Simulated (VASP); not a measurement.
# What goes wrong when W (Tungsten) is relaxed with a bad input, part 2 of 2

Some relaxations of W (Tungsten) get a fault in the input on purpose. Which of them show, and how? The starting structure is a measured crystal structure from the Crystallography Open Database.

VASP 6.6.1.

Results so far: reference 15.54 Å³ an atom; the cell held fixed (ISIF = 2) 15.85 Å³ an atom.

**5. Relaxation with a k mesh far too coarse (continued)**

Level of this step: PBEsol; plane waves and PAW (W) (VASP).

Parts of OUTCAR (step 5):

```text
  Total       -0.0045226     -0.0045226     -0.0045226     -0.0000000     -0.0000000     -0.0000000
  in kB       -0.4529195     -0.4529195     -0.4529195     -0.0000000     -0.0000000     -0.0000000
  external PRESSURE =      -0.4529195 kB  Pullay stress =       0.0000000 kB

 POSITION                                       TOTAL-FORCE (eV/Angst)
 -----------------------------------------------------------------------------------
      0.00000      0.00000      0.00000         0.000000      0.000000      0.000000
 -----------------------------------------------------------------------------------
    total drift:                                0.000000      0.000000      0.000000

  FREE ENERGIE OF THE ION-ELECTRON SYSTEM (eV)
  ---------------------------------------------------
  free  energy   TOTEN  =       -13.1185360370 eV

  energy  without entropy=      -13.1228844661  energy(sigma->0) =      -13.11998551

[... 1 part as in an earlier step ...]

[... 3 further parts left out ...]
[key lines of the parts left out:]
E-fermi :   8.3640
```

With a k mesh far too coarse the cell ends at 15.998 Å³ an atom, +2.93 % from the reference.

**6. Relaxation with a cutoff far too low**

A slip made on purpose: a cutoff far too low. Against step 2 the input has PREC = Normal and ENCUT = 120 (also changed: NELM).

File INCAR:

```
SYSTEM = W
PREC = Normal
ENCUT = 120
EDIFF = 1E-06
NELM = 60
ISMEAR = 1
SIGMA = 0.1
LREAL = .FALSE.
ALGO = Normal
GGA = PS
NBANDS = 9
LORBIT = 11
LWAVE = .FALSE.
LCHARG = .FALSE.
KPAR = 2
IBRION = 2
NSW = 50
ISIF = 3
EDIFFG = -0.01
```

File POSCAR:

```
W
1.0
   -1.5823450000      1.5823450000      1.5823450000
    1.5823450000     -1.5823450000      1.5823450000
    1.5823450000      1.5823450000     -1.5823450000
W
1
Direct
    0.0000000000      0.0000000000      0.0000000000
```

File KPOINTS:

```
Automatic mesh
0
Gamma
12 12 12
0 0 0
```

Potentials, in the order of the species: W (PBE family, release 64).

The run is started by

```
$ mpirun -np 2 vasp_std
```

Log:

```text
[... set-up lines as in an earlier step ...]
 entering main loop
       N       E                     dE             d eps       ncg     rms          rms(c)
DAV:   1    -0.159348104352E+02   -0.15935E+02   -0.13126E+03  1850   0.148E+02
DAV:   2    -0.174899336993E+02   -0.15551E+01   -0.15324E+01  1351   0.208E+01
DAV:   3    -0.174954857703E+02   -0.55521E-02   -0.55519E-02  1475   0.972E-01
DAV:   4    -0.174954871653E+02   -0.13949E-05   -0.13941E-05  1382   0.163E-02
[...]
DAV:   8    -0.160791312040E+02    0.55808E-02   -0.65892E-03  1335   0.410E-01    0.315E-01
DAV:   9    -0.160789390660E+02    0.19214E-03   -0.39780E-04  1390   0.100E-01    0.335E-02
DAV:  10    -0.160789397786E+02   -0.71266E-06   -0.41463E-06  1353   0.106E-02
   1 F= -.16078940E+02 E0= -.16078652E+02  d E =-.160789E+02
[... from here on, the cycles between the ionic steps are left out ...]
   2 F= 0.85459685E+02 E0= 0.85459469E+02  d E =0.101539E+03
   3 F= -.16895297E+02 E0= -.16895225E+02  d E =-.816357E+00
   4 F= -.16956672E+02 E0= -.16956717E+02  d E =-.877732E+00
   5 F= -.16961264E+02 E0= -.16961393E+02  d E =-.882324E+00
   6 F= -.16961013E+02 E0= -.16961127E+02  d E =-.882073E+00
   7 F= -.16961075E+02 E0= -.16961191E+02  d E =-.621026E-04
   8 F= -.16961212E+02 E0= -.16961333E+02  d E =-.199151E-03
   9 F= -.16961214E+02 E0= -.16961335E+02  d E =-.146778E-05
  10 F= -.16961219E+02 E0= -.16961341E+02  d E =-.695756E-05
  11 F= -.16961230E+02 E0= -.16961352E+02  d E =-.172588E-04
  12 F= -.16961247E+02 E0= -.16961371E+02  d E =-.349062E-04
  13 F= -.16961271E+02 E0= -.16961396E+02  d E =-.583503E-04
  14 F= -.16961270E+02 E0= -.16961399E+02  d E =-.576614E-04
  15 F= -.16961278E+02 E0= -.16961405E+02  d E =-.657122E-04
[...]
reached required accuracy - stopping structural energy minimisation
```

Wall time 1.8 s (2 MPI ranks of Intel Xeon 6975P-C (Granite Rapids), shared host); peak memory 0.18 GiB.

OUTCAR, selected parts (step 6):

```text
  Total        0.0001609      0.0001609      0.0001609      0.0000000     -0.0000000      0.0000000
  in kB        0.0194443      0.0194443      0.0194443      0.0000000     -0.0000000      0.0000000
  external PRESSURE =       0.0194443 kB  Pullay stress =       0.0000000 kB

 POSITION                                       TOTAL-FORCE (eV/Angst)
 -----------------------------------------------------------------------------------
      0.00000      0.00000      0.00000         0.000000      0.000000      0.000000
 -----------------------------------------------------------------------------------
    total drift:                                0.000000     -0.000000      0.000000

  FREE ENERGIE OF THE ION-ELECTRON SYSTEM (eV)
  ---------------------------------------------------
  free  energy   TOTEN  =       -16.9612780502 eV

  energy  without entropy=      -16.9616596706  energy(sigma->0) =      -16.96140526

[... 2 parts as in an earlier step ...]

[... 2 further parts left out ...]
[key lines of the parts left out:]
E-fermi :  10.1646
```

Logs of long relaxations may skip ionic steps without a mark.

With a cutoff far too low the cell ends at 13.260 Å³ an atom, -14.68 % from the reference.

**7. All runs side by side**

```csv
run,ended,volume (Å³/atom),change (%),pressure left (GPa),core minutes
reference,converged,15.542,-,0.01,0.16
a functional's name that the tag doesn't take,stopped by VASP,-,-,-,0.0867
the cell held fixed (ISIF = 2),converged,15.848,1.96,-6.11,0.0733
a k mesh far too coarse,converged,15.998,2.93,-0.05,0.04
a cutoff far too low,converged,13.26,-14.68,0.0,0.06
```

Core minutes are wall time times ranks, summed over the relaxations behind a row (those for a bulk modulus apart), on shared hosts.

**8. What came out**

| Property | Result |
| --- | --- |
| volume of the reference | 15.54 Å³/atom |
| volume against the reference, the cell held fixed (ISIF = 2) | +1.96 % |
| volume against the reference, a k mesh far too coarse | +2.93 % |
| volume against the reference, a cutoff far too low | -14.68 % |
| run with a functional's name that the tag doesn't take | stopped by VASP |

VASP stopped by itself in the run with a functional's name that the tag doesn't take. Finished, but with signs in the output that stand out against the reference: the cell held fixed (ISIF = 2), with the volume kept at the input's, +2.0 % from the reference (signs: a stress of up to 6.1 GPa); a k mesh far too coarse, with the volume changed by +2.9 % (signs: 3.4 GPa at the first ionic step (reference: -6.1 GPa)); a cutoff far too low, with the volume changed by -14.7 % (signs: -99.4 GPa at the first ionic step (reference: -6.1 GPa) and an energy that rises by up to 101.5 eV an atom on the way). Further runs on this material are not shown.

[Lines on the potential files, build, host, timing and source positions are cut from VASP's logs without a mark.]

[Logs are printed without paths, hosts, clocks, repeated set-up lines and the standing remarks that a program may print on its own settings, such as how far it seeks lower states.]

[Hosts, paths, dates, database ids (printed as entryN), source tags and the programs' standing remarks are cut or masked in the printed files.]
